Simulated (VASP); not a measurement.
An input for Quantum ESPRESSO's pw.x (written as the equivalent of a VASP run, and not itself run):

```
&CONTROL
  calculation = 'scf'
  pseudo_dir = './pseudo'
  outdir = './out'
  tprnfor = .true.
  tstress = .true.
/
&SYSTEM
  ibrav = 0
  nat = 6
  ntyp = 2
  ecutwfc = 86
  occupations = 'tetrahedra'
  input_dft = 'pbe'
  vdw_corr = 'grimme-d3'
  dftd3_version = 3
  dftd3_threebody = .false.
/
&ELECTRONS
  conv_thr = 7.3e-09
  electron_maxstep = 100
/
ATOMIC_SPECIES
  W 183.840 W.upf
  Se 78.971 Se.upf
CELL_PARAMETERS angstrom
     1.6454399   -2.8499852    0.0000000
     1.6454399    2.8499852    0.0000000
     0.0000000    0.0000000   13.0234064
ATOMIC_POSITIONS crystal
  W    0.3333330  0.6666670  0.2500000
  W    0.6666670  0.3333330  0.7500000
  Se   0.3333330  0.6666670  0.8793546
  Se   0.6666670  0.3333330  0.3793546
  Se   0.6666670  0.3333330  0.1206454
  Se   0.3333330  0.6666670  0.6206454
K_POINTS automatic
  9 9 2 0 0 0
```

Write the VASP files for the same calculation (PBE-D3 (zero damping)).

Several could match; the one computed here: 
### INCAR
```
ALGO=Normal
EDIFF=1E-7
ENCUT=520
GGA=PE
ISIF=2
ISMEAR=-5
IVDW=11
LASPH=.True.
LCHARG=.True.
LMAXMIX=6
LORBIT=11
LREAL=.False.
LWAVE=.False.
NEDOS=601
NELM=100
PREC=Accurate
SYSTEM=WSe2
```

KPOINTS:
```
K-points
0
G
 9 9 2
0 0 0
```

File POSCAR:
```
WSe2
1
    1.6454398877    -2.8499851586     0.0000000000
    1.6454398877     2.8499851586     0.0000000000
    0.0000000000     0.0000000000    13.0234064155
W Se
2 4
Direct
  0.3333330000   0.6666670000   0.2500000000
  0.6666670000   0.3333330000   0.7500000000
  0.3333330000   0.6666670000   0.8793545655
  0.6666670000   0.3333330000   0.3793545655
  0.6666670000   0.3333330000   0.1206454345
  0.3333330000   0.6666670000   0.6206454345
```

POTCAR, in this order: W_sv Se (PBE.64 set). Program: vasp_std.

The two are equivalent in intent, not identical: the potentials are each code's own (VASP's PAW set, PseudoDojo norm-conserving files in pw.x), so ENCUT and ecutwfc are chosen apart and not converted; conv_thr bounds pw.x's estimated SCF error, while EDIFF bounds the energy change between steps.

The compound is WSe2 in the 2H layered structure. It was relaxed first.
